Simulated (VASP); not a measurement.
Runs of VASP 6.6.1 on CONH2. The cell holds a molecule in a box, 5 atoms: a = 10.000 Å, b = 9.000 Å, c = 8.000 Å, α = 90.00°, β = 90.00°, γ = 90.00°. 

| level | potentials or basis | grid for exact exchange (PRECFOCK) | exchange at q = 0 | screening parameter | moment (μB) | largest force (eV/Å) |
| --- | --- | --- | --- | --- | --- | --- |
| r2SCAN | VASP PAW PBE potentials, release 64 (C, O, N, H) | - | - | - | 1.00 | 0.64 |
| HF | VASP PAW PBE potentials, release 64 (C, O, N, H) | Fast | truncated | - | 1.00 | 2.94 |
| HSE06 | VASP PAW PBE potentials, release 64 (C, O, N, H) | Fast | - | 0.2 1/A | 1.00 | (a) |
| LDA | VASP PAW LDA potentials, release 64 (C, O, N, H) | - | - | - | 1.00 | 0.85 |

Alike in all rows: task hyperfine couplings; spin collinear, ferromagnetic start; fixed moment (μB) 1; cell as given; k mesh 1 × 1 × 1; cutoff (eV) 500; smearing gaussian 0.01 eV.

Q: Estimate the missing entries.

A: (a) 1.16.

Caveats: the standard files for N, O and F lose accuracy on very short bonds; the total moment is fixed, so each spin has its own Fermi level; the PAW data sets were made with another functional, which shifts forces and pressure a little (some runs).

Runs at the PBE level aren't shown here.
